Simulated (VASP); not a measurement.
Input for VASP

File POSCAR:
```
V
1
   -1.5087880000     1.5087880000     1.5087880000
    1.5087880000    -1.5087880000     1.5087880000
    1.5087880000     1.5087880000    -1.5087880000
V
1
Direct
  0.0000000000   0.0000000000   0.0000000000
```

KPOINTS:
```
Automatic
0
Gamma
 15 15 15
0 0 0
```

INCAR:
```
SYSTEM = V
PREC = Accurate
ENCUT = 300
EDIFF = 1E-6
NELM = 100
ALGO = Normal
LREAL = .FALSE.
LASPH = .TRUE.
ISMEAR = -1
SIGMA = 0.1
GGA = PE
LMAXMIX = 4
LWAVE = .FALSE.
LCHARG = .FALSE.
ISIF = 2
```

POTCAR, in this order: V_sv (PBE.64 set). Program: vasp_std.

### Question
Write an equivalent input for Quantum ESPRESSO's pw.x.

### Answer
One equivalent input (not run):
```
&CONTROL
  calculation = 'scf'
  pseudo_dir = './pseudo'
  outdir = './out'
  tprnfor = .true.
  tstress = .true.
/
&SYSTEM
  ibrav = 0
  nat = 1
  ntyp = 1
  ecutwfc = 84
  occupations = 'smearing'
  smearing = 'fermi-dirac'
  degauss = 0.00735
  input_dft = 'pbe'
/
&ELECTRONS
  conv_thr = 7.3e-08
  electron_maxstep = 100
/
ATOMIC_SPECIES
  V 50.941 V.upf
CELL_PARAMETERS angstrom
    -1.5087880    1.5087880    1.5087880
     1.5087880   -1.5087880    1.5087880
     1.5087880    1.5087880   -1.5087880
ATOMIC_POSITIONS crystal
  V    0.0000000  0.0000000  0.0000000
K_POINTS automatic
  15 15 15 0 0 0
```
Limits of the translation: the potentials are each code's own (VASP's PAW set, PseudoDojo norm-conserving files in pw.x), so ENCUT and ecutwfc are chosen apart and not converted; conv_thr bounds pw.x's estimated SCF error, while EDIFF bounds the energy change between steps.

The structure is a typed V crystal (Im-3m). The cell was not relaxed at this level.
